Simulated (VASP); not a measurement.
Here is the system:

```yaml
crystal:
  lattice:
    - [1.95291, -3.38065, 0.00000]
    - [1.95291, 3.38065, 0.00000]
    - [0.00000, 0.00000, 6.26813]
  atoms:
    - { symbol: Sn, position: [0.00000, 0.00000, 0.00000] }
    - { symbol: Se, position: [0.33333, 0.66667, 0.25000] }
    - { symbol: Se, position: [0.67597, 0.34263, 0.75000] }
```

These are PBE GGA, VASP's PBE PAW potentials (set 64) (plane waves; VASP) values and carry that method's errors. Settings: 520 eV cut-off, 6×6×3 Γ-centred mesh, Gaussian smearing of 0.050 eV, potentials Sn Se.

Task: Predict the energy per atom (σ→0), largest force.

Result: 
```json
{
 "energy per atom (σ→0)": "-381.5 kJ/mol of atoms",
 "largest_force": "0.138 eV/Å"
}
```

Total energies compare only between runs with the same potentials, cut-off and functional.

The compound is SnSe2 in the 1T layered structure. The cell was not relaxed at this level, atoms are displaced from their ideal sites. The run is one of a series of settings (ENCUT = 520, POTCAR Sn Se (PBE.64 set) against the base run), some of them coarse on purpose.
